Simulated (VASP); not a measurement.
Here is the system:

```
CoP
1.0
    3.02900     0.00000     0.00000
    0.00000     3.02900     0.00000
    0.00000     0.00000     3.02900
Co P
1 1
Direct
  0.00000   0.00000   0.00000
  0.50000   0.50000   0.50000
```
Starting moments (μB, in the order of the record's atoms Co P): 3.0 0.0.

Calculation: PBEsol GGA, VASP's PBE PAW potentials (set 64) (plane waves; VASP 6.6.1). Settings: 400 eV cut-off, 11×11×11 Γ-centred mesh, first-order Methfessel-Paxton smearing of 0.10 eV, potentials Co P.

Energy and stress use the plane-wave basis of the starting cell.

**Question.** The ions, cell shape and volume are relaxed. Give the cell that the relaxation ends in.

**Answer.** 
```
CoP
1.0
    2.76754     0.00000     0.00000
    0.00000     2.76754     0.00000
    0.00000     0.00000     2.76754
Co P
1 1
Cartesian
  2.76754   2.76754   0.00000
  1.38377   1.38377   1.38377
```
Space group Pm-3m (221), at a tolerance of 0.03 Å. The cell ends with -0.01 μB, on the sites -0.01 0.00 μB.

**Question.** How do energy and volume change from the first to the last step?

**Answer.** The energy (σ→0) changes by -364.4 meV/atom and the volume by -23.7 %, in 5 ionic steps.

The structure was generated: CoP was put into the CsCl type type (Pm-3m), which need not be its known phase. This run relaxes it. Symmetry was kept, so distortions that lower it aren't found.
